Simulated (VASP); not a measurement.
**AlN: band gap against strain**

AlN (wurtzite, P6_3mc, 10.458 Å³/atom at rest, c along z) under an equal strain ε along all three axes. PBEsol in VASP (plane waves, PAW), 600 eV, 12×12×6 Γ-centred mesh, Gaussian smearing 0.05 eV; ions are relaxed within the symmetry of each cell. Gaps are the smallest on the run's k-mesh, which can miss an edge that lies off it, without spin-orbit coupling; in all rows the valence edge lies at Γ and the conduction edge at Γ.

Here s stands for strain and Eg for gap.

| strain (%) | gap (eV) |
|---|---|
| 0.00 | 4.115 |
| 0.50 | 3.986 |
| 1.00 | 3.860 |
| 1.50 | 3.735 |
| 3.00 | ? |

Fit Eg of the 4 rows that show it with a straight line. Means: s 0.75000, Eg 3.9240. About the means, the sum of products is -0.31650 and the sum of squares of s is 1.2500; the slope is their ratio. Least squares gives Eg = 4.1139 - 0.25320·s. Residuals (row less fit): 0.0011, -0.0013, -0.0007, 0.0009; standard error 0.0014 (degrees of freedom: 2). Over these rows the gap moves by -25 ± 0.1 eV per unit strain, or -8.4 eV per unit of ln V.

Problem. What does the fit predict for Eg at s = 3.00, and how far is the calculated value from it?

Solution. Eg = 4.1139 - 0.25320 × 3.0 = 3.3543 eV. The calculation gives 3.370 eV, 0.0157 eV above the prediction (2.1 % of the range of Eg in the table). The row lies outside the fitted rows, so this is an extrapolation. From the scatter of the fitted rows alone, a prediction at this place has a standard error of 0.0033 eV, so the miss is 4.8 times that.

One order more, fitted to all 7 runs of the series, follows each within 0.001, so the miss is the next term of a smooth law. Rows are the converged runs of the series near zero and its far end; series whose fitted rows scatter by over a few per cent of the range, as at a crossing or softening among them, aren't shown in this form. Most that stay on the fit to the last digits aren't either.
